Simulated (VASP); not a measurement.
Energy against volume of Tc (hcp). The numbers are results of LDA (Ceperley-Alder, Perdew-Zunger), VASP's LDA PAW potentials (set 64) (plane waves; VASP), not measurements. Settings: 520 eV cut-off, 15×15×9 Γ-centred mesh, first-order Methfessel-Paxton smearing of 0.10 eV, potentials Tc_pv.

Shape and ions are relaxed at each volume.

```csv
V (Å³/atom),E (eV/atom)
12.942,-11.67389
13.355,-11.71972
13.768,-11.73426
14.181,-11.72225
```

### Question
Fit these four points and predict the energy of the run at 14.594 Å³/atom.

### Answer
A cubic in V^(−2/3), the third-order Birch-Murnaghan form, passes through the four points with V0 = 13.78 Å³/atom and B0 = 342 GPa, and gives -11.6877 eV/atom there. The run gave -11.6877 eV/atom, -0.1 meV/atom from the fit; all five points give B0 = 341 GPa.

The compound is Tc in the hcp structure. It was relaxed first.
